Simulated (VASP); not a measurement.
These are r2SCAN+rVV10, VASP's PBE PAW potentials (set 64) (plane waves; VASP 6.6.1) values and carry that method's errors.

VASP ran on this input.

### INCAR
```
SYSTEM = CaO
PREC = Accurate; ENCUT = 520; LREAL = .False.
LASPH = .True.
EDIFF = 1E-7; NELM = 100; ALGO = Normal
LMIXTAU = .True.
ISMEAR = 0; SIGMA = 0.05
METAGGA = R2SCAN; LUSE_VDW = .True.; BPARAM = 11.95
CPARAM = 0.0093
ISIF = 2
LWAVE = .False.; LCHARG = .False.
```

**KPOINTS**
```
Automatic mesh
0
Gamma
10 10 10
0 0 0
```

### POSCAR
```
CaO
1
    0.0000000000     2.4442585618     2.4442585618
    2.4442585618     0.0000000000     2.4442585618
    2.4442585618     2.4442585618     0.0000000000
Ca O
1 1
Direct
  0.0000000000   0.0000000000   0.0000000000
  0.5000000000   0.5000000000   0.5000000000
```

POTCAR, in this order: Ca_sv O (PBE.64 set). Program: vasp_std.

**Question.** What does the run give for the energy per atom (σ→0), pressure, band gap (on the k-mesh)?

**Answer.** 
The energy per atom (σ→0) comes out as -9.502 eV/atom. The band gap (on the k-mesh) comes out as 4.16 eV. The pressure is -6.06 GPa.

### OSZICAR
```
...
DAV:  14    -0.190038650313E+02   -0.46175E-03   -0.35058E-04  1440   0.214E-01    0.704E-02
DAV:  15    -0.190037229225E+02    0.14211E-03   -0.15510E-04  1188   0.129E-01    0.411E-02
DAV:  16    -0.190037233627E+02   -0.44019E-06   -0.12382E-05  1216   0.492E-02    0.379E-02
DAV:  17    -0.190037096293E+02    0.13733E-04   -0.21682E-05  1192   0.582E-02    0.242E-02
DAV:  18    -0.190037105602E+02   -0.93086E-06   -0.38518E-05  1160   0.648E-02    0.547E-03
DAV:  19    -0.190037099730E+02    0.58720E-06   -0.16876E-06  1720   0.139E-02    0.399E-03
DAV:  20    -0.190037099282E+02    0.44739E-07   -0.19500E-07   868   0.564E-03
   1 F= -.19003710E+02 E0= -.19003710E+02  d E =-.117053E-21
```

The compound is CaO in the rock salt structure. This cell is one point of a volume scan, at 1.06 of the reference volume.
